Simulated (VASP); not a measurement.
HfZr2Se4:

```
Zr Hf Se
1.0
     0.00000    5.41500    5.41500
     5.41500    0.00000    5.41500
     5.41500    5.41500    0.00000
Zr Hf Se
4 2 8
Direct
  0.62500 0.62500 0.62500
  0.62500 0.12500 0.62500
  0.12500 0.62500 0.62500
  0.62500 0.62500 0.12500
  0.00000 0.00000 0.00000
  0.25000 0.25000 0.25000
  0.87000 0.39000 0.87000
  0.39000 0.87000 0.87000
  0.87000 0.87000 0.87000
  0.87000 0.87000 0.39000
  0.38000 0.86000 0.38000
  0.38000 0.38000 0.86000
  0.38000 0.38000 0.38000
  0.86000 0.38000 0.38000
```

The cell was built by a generator and needn't be a form met in nature.

```yaml
Program: VASP 6.6.1
Task: relaxation of cell and atoms
Functional: PBE
Potentials_or_basis: VASP PAW PBE potentials, release 64 (Zr_sv, Hf_pv, Se)
Cutoff: 520 eV
k_mesh: 3 × 3 × 3
Occupations: gaussian, width 0.15 eV
Spin: no spin polarisation
```

At the start: pressure 12.3 GPa; volume 22.68 Å³/atom.

Task: Where does the relaxation end?

Result: Over 3 steps the energy falls by 97.0 meV/atom and the volume is 25.55 Å³/atom (+12.6 %); space group Fd-3m (No. 227, to 0.05 Å).

The path:
```
step  energy change (eV)  largest force (eV/Å)  pressure (GPa)  volume (Å³)
   1              0.0000                0.0647           12.32       317.56
   2             -0.0476                0.0298           -7.83       404.69
   3             -1.3581                0.0045           -0.20       357.64
```

Final structure:
```xyz
14
Lattice="0.0000 5.6338 5.6338 5.6338 0.0000 5.6338 5.6338 5.6338 0.0000" Properties=species:S:1:pos:R:3 pbc="T T T"
Zr    7.0423    7.0423    7.0423
Zr    4.2254    7.0423    4.2254
Zr    7.0423    4.2254    4.2254
Zr    4.2254    4.2254    7.0423
Hf    0.0000    0.0000    0.0000
Hf    2.8169    2.8169    2.8169
Se    7.0977    9.8038    7.0977
Se    9.8038    7.0977    7.0977
Se    9.8038    9.8038    9.8038
Se    7.0977    7.0977    9.8038
Se    6.9869    4.2807    6.9869
Se    6.9869    6.9869    4.2807
Se    4.2807    4.2807    4.2807
Se    4.2807    6.9869    6.9869
```
